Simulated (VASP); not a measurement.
```
CELL_PARAMETERS angstrom
      0.00000     3.02940     3.02940
      3.02940     0.00000     3.02940
      3.02940     3.02940     0.00000
ATOMIC_POSITIONS crystal
  Pb 0.00000 0.00000 0.00000
  S  0.50000 0.50000 0.50000
```

The base run (VASP): PBE GGA, plane waves, VASP's PBE PAW potentials (set 64). Settings: 400 eV cut-off, 7×7×7 Γ-centred mesh, Gaussian smearing of 0.050 eV, potentials Pb_d S.

One setting is varied; ΔE counts from the most expensive setting. The base run took about 20 core-seconds. Times come from single runs on busy shared machines, so they are rough: good to a factor of about 2.

Pressures at a finite cut-off, here 400 eV, hold a Pulay part, which wasn't tested here.

```csv
setting,cost over the base run,electronic steps,ΔE (meV/atom),pressure (GPa)
KPOINTS 5×5×5 Γ-centred mesh,within a factor of 2,13,-4.8,-1.43
KPOINTS 4×4×4 Γ-centred mesh,within a factor of 2,13,5.9,-1.23
base run,reference,13,-0.7,-1.33
KPOINTS 8×8×8 Γ-centred mesh,within a factor of 2,13,-0.2,-1.31
KPOINTS 10×10×10 Γ-centred mesh,within a factor of 2,13,0.0,-1.30
KPOINTS 11×11×11 Γ-centred mesh,about 2 times,13,0.0,-1.30
KPOINTS 12×12×12 Γ-centred mesh,about 3 times,13,0.0,-1.30
```

Left out are runs that failed, have no time on record or changed the cell.

The compound is PbS in the rock salt structure. The cell was not relaxed at this level.
